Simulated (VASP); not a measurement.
```yaml
crystal:
  lattice:
    - [2.27570, -3.94163, 0.00000]
    - [2.27570, 3.94163, 0.00000]
    - [0.00000, 0.00000, 6.98592]
  atoms:
    - { symbol: Pb, position: [0.00000, 0.00000, 0.00000] }
    - { symbol: I, position: [0.33333, 0.66667, 0.27107] }
    - { symbol: I, position: [0.66667, 0.33333, 0.72893] }
```

Level of theory: PBE GGA with D3 dispersion (Becke-Johnson damping), VASP's PBE PAW potentials (set 64) (plane waves; VASP 6.6.1). Settings: 520 eV cut-off, Gaussian smearing of 0.050 eV, potentials Pb_d I.

Unless said otherwise, spin-orbit coupling is left out, though it shifts the bands of the heavy elements here.

Give the energies of bands 8 to 17 at the high-symmetry points, in eV from the valence-band maximum.

```
band      Γ      M      K      A      L      H
----  -----  -----  -----  -----  -----  -----
8     -7.03  -7.44  -7.53  -6.82  -7.47  -7.51
9     -1.24  -2.94  -2.50  -2.04  -3.42  -3.02
10    -1.01  -2.49  -2.50  -1.17  -1.83  -3.02
11    -1.01  -2.08  -2.33  -1.17  -1.77  -2.72
12    -0.96  -1.72  -1.73  -0.76  -1.45  -0.80
13    -0.96  -0.80  -1.73  -0.76  -1.21  -0.80
14    -0.79  -0.41  -0.85   0.00  -0.74  -0.17
15     2.48   2.76   4.12   2.19   3.08   3.17
16     3.30   3.53   4.12   3.10   3.61   3.17
17     3.30   4.54   4.48   3.10   4.01   4.00
```

The gap is direct, 2.19 eV, from the valence maximum at A to the conduction minimum at A.

Measured: gap 2.40 eV (computed value off by -0.21 eV), as given by Wikipedia, List of semiconductor materials.

The compound is PbI2 in the 1T layered structure. It was relaxed first.
